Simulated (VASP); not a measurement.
VASP input:

File KPOINTS:
```
kpoints
0
gamma
 11 11 11
0 0 0
```

POSCAR:
```
RuB
1
    0.0000000000     2.4840000000     2.4840000000
    2.4840000000     0.0000000000     2.4840000000
    2.4840000000     2.4840000000     0.0000000000
Ru B
1 1
Direct
  0.0000000000   0.0000000000   0.0000000000
  0.5000000000   0.5000000000   0.5000000000
```

### INCAR
```
SYSTEM = RuB
PREC = Accurate
ENCUT = 520
EDIFF = 1E-6
NELM = 100
ALGO = Normal
LREAL = .FALSE.
LASPH = .TRUE.
ISMEAR = 1
SIGMA = 0.1
LMAXMIX = 4
LWAVE = .FALSE.
LCHARG = .FALSE.
IBRION = 2
ISIF = 3
NSW = 60
EDIFFG = -0.01
```

POTCAR, in this order: Ru_pv B (LDA.64 set). Program: vasp_std.

Q: Translate this LDA calculation to Ansatz.

A: One equivalent input (not run):
Ansatz 0.2 input:
```yaml
crystal:
  lattice:
    - [0.0000000, 2.4840000, 2.4840000]
    - [2.4840000, 0.0000000, 2.4840000]
    - [2.4840000, 2.4840000, 0.0000000]
  atoms:
    - { symbol: Ru, position: [0.0000000, 0.0000000, 0.0000000] }
    - { symbol: B, position: [0.5000000, 0.5000000, 0.5000000] }
kpoints:
  mp_grid: { grid: [11, 11, 11] }
hamiltonian:
  xc: lda
  pseudopotentials: { kind: paw }
scf:
  occupations: { method: methfessel_paxton, width: 0.1 }
  max_iter: 100
relax:
  max_steps: 60
  f_tol: 0.01
  cell: {}
output: { forces: true, stress: true, eigenvalues: true }
```
What does not carry over: each code has its own PAW files, so the cut-off isn't converted (ENCUT is set for VASP's; basis.ecutwfc is left out, and Ansatz then takes the one that its files recommend); Ansatz stops its SCF on the density residual and VASP on the energy change (EDIFF); Ansatz's lda is the Perdew-Wang form, while the LDA potentials of VASP carry Perdew-Zunger's.

The structure was generated: RuB was put into the rock salt type (Fm-3m), which need not be its known phase. This run relaxes it. Symmetry was kept, so distortions that lower it aren't found.
